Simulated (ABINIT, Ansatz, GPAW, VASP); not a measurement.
# Bi (P2_1/m, 4 atoms in the cell) computed with different codes at matched settings

Self-consistent single point, at a second geometry (lattice scaled by 0.98). First geometry:

```xyz
4
Lattice="4.5173 0.0000 0.0000 0.0000 4.4824 0.0000 -1.4806 0.0000 6.5041" Properties=species:S:1:pos:R:3 pbc="T T T"
Bi     2.7029     1.1206     5.1069
Bi     0.3338     3.3618     1.3972
Bi     2.5883     1.1206     2.0676
Bi     0.4484     3.3618     4.4364
```

Shared settings, as Ansatz (a first-principles code) writes them: kpoints.mp_grid.grid = 5 4 3; scf.occupations.method = gaussian; scf.occupations.width = 0.01 Ry. Potentials and cutoffs stand in the table.

```csv
code,model,ΔF from the first geometry (meV/atom),pressure (GPa),largest force (eV/Å),cutoff
VASP,"LDA (PZ), VASP's LDA PAW potentials (set 64)",14.6,2.58,0.400,300 eV
ABINIT,"LDA (PW92), norm-conserving pseudopotentials (PseudoDojo nc-sr-04 LDA standard)",11.2,2.84,0.386,35 Ha
Ansatz,"LDA (PW92), default PAW files made with PBE",12.6,2.95,0.382,30.9 Ry
GPAW,"LDA (Perdew-Wang 92), GPAW PAW datasets LDA (gpaw-data 1.0.1)",11.3,2.82,0.353,600 eV
```

For VASP (by 0.6 GPa) the energy change implies a higher mean pressure, against the two pressures, than for the other programs: a sign of finite-basis (Pulay) stress.

Size of the force on each atom (eV/Å): Sizes of forces hide their directions.

```json
[
 {"code": "VASP", "Bi1": "0.400", "Bi2": "0.400", "Bi3": "0.265", "Bi4": "0.265"},
 {"code": "ABINIT", "Bi1": "0.386", "Bi2": "0.386", "Bi3": "0.258", "Bi4": "0.258"},
 {"code": "Ansatz", "Bi1": "0.382", "Bi2": "0.382", "Bi3": "0.253", "Bi4": "0.253"},
 {"code": "GPAW", "Bi1": "0.353", "Bi2": "0.353", "Bi3": "0.242", "Bi4": "0.242"}
]
```

On Ansatz's run: spin-orbit coupling is off.

The spread over the programs that give each value: ΔF from the first geometry within 3.4 meV/atom; pressure within 0.37 GPa; largest force within 0.047 eV/Å.

Ansatz's pressure is given at a fixed set of plane waves, as the other plane-wave codes print theirs. The same LDA comes in different parametrisations, which differ slightly.

The shared mesh is coarse (it stands for a supercell whose shortest vector is 18 Å), so the values are not converged in it.

VASP's run is marked for a possible Pulay error in its stress at this cutoff; no cutoff test was made.

The starting cell comes from a database of computed structures (which also holds hypothetical and non-ambient phases and stackings), without a prior relaxation at this level. Its lattice was rescaled by a random factor within 2.5 % of one. For this run, on top of that: lattice scaled by 0.98.

Left out of this page: Quantum ESPRESSO, CP2K, Elk, FLEUR and SIESTA (not drawn, or without a comparable value).

Keys are those of Ansatz 0.2.
